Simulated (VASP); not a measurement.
Write the native input for VASP 6.6.1 that does the following.

- Task: relaxation of the atoms
- Functional: PBE
- Dispersion: D3(BJ)
- Potentials or basis: VASP PAW PBE potentials, release 64 (B, F, H)
- Cutoff: 520 eV
- k mesh: 1 × 1 × 1
- Occupations: fermi-dirac, width 0.02 eV
- Spin: no spin polarisation
- Dipole correction: no
- Further INCAR settings: LREAL = Auto; ALGO = Normal; EDIFF = 1e-06; IBRION = 2; EDIFFG = -0.3; NSW = 35

The structure of BH2F3 lies in POSCAR:

```
BH2F3
1.0
    8.7197600000      0.0000000000      0.0000000000
    0.0000000000      8.7197600000      0.0000000000
    0.0000000000      0.0000000000      8.7197600000
B F H
5 15 10
Direct
    0.1918950000      0.7380965000      0.5934804000
    0.6092426000      0.1043502000      0.8028510000
    0.0231052000      0.8399567000      0.0914530000
    0.2925103000      0.2274731000      0.4794117000
    0.2897941000      0.5153028000      0.0232123000
    0.0942276000      0.7831599000      0.7002864000
    0.1456261000      0.6456735000      0.4826005000
    0.3358312000      0.7854561000      0.5975542000
    0.5696607000      0.2496222000      0.8203579000
    0.7547522000      0.0674482000      0.7818192000
    0.5033148000     -0.0040197000      0.8063758000
   -0.0509914000      0.9290053000      0.1892140000
    0.1701123000      0.8098022000      0.1128252000
   -0.0498054000      0.7810626000     -0.0276801000
    0.3922698000      0.2802898000      0.3782406000
    0.2081946000      0.3240739000      0.5602591000
    0.2770664000      0.0780556000      0.4997353000
    0.3227492000      0.6231281000     -0.0781031000
    0.3617613000      0.3819907000      0.0181375000
    0.1848718000      0.5407897000      0.1296026000
    0.9189689000      0.4829973000      0.6878007000
    0.8982423000      0.4626425000      0.6084089000
    0.7610464000      0.0322255000      0.1404123000
    0.7051616000      0.0875203000      0.1714983000
    0.0118017000      0.1774342000      0.9231294000
    0.0609684000      0.2244869000      0.8729732000
    0.8685029000      0.6664135000      0.5499808000
    0.7981714000      0.6776957000      0.5955127000
    0.9513348000      0.9201744000      0.6004733000
    0.9511358000      0.9210768000      0.5159386000
```

The cell was built by a generator and needn't be a form met in nature.

The input as run:

INCAR

```
SYSTEM = BH2F3
PREC = Accurate ; ENCUT = 520
EDIFF = 1E-6 ; ISMEAR = -1
SIGMA = 0.02 ; LREAL = Auto
LASPH = .True. ; NELM = 80
ALGO = Normal ; ISIF = 2
LWAVE = .False. ; LCHARG = .False.
GGA = PE ; IVDW = 12
IBRION = 2 ; NSW = 35
EDIFFG = -0.3
```

KPOINTS

```
Automatic mesh
0
Gamma
  1 1 1
  0 0 0
```

Potentials or basis: VASP PAW PBE potentials, release 64 (B, F, H).

Command:

```bash
$ cat potpaw_PBE.64/B/POTCAR potpaw_PBE.64/F/POTCAR potpaw_PBE.64/H/POTCAR > POTCAR
$ mpirun -np 1 vasp_gam > vasp.out
```

Results of the run:

```yaml
Energy_gained_by_relaxing: 28.3 meV/atom
Ionic_steps: 16
Pressure_after_relaxing: 0.0 GPa
Largest_force_after_relaxing: 0.297 eV/Å
Band_gap_on_the_k_mesh: 7.78 eV, direct
Dispersion_energy_per_atom: -0.022 eV
```

Caveat: the relaxation stopped at a loose force limit of 0.3 eV/Å, so its end isn't a converged minimum.

Run time: 33 min on 1 thread of Intel(R) Xeon(R) Platinum 8375C CPU @ 2.90GHz (Ice Lake), on a shared host, peak memory 0.74 GiB.
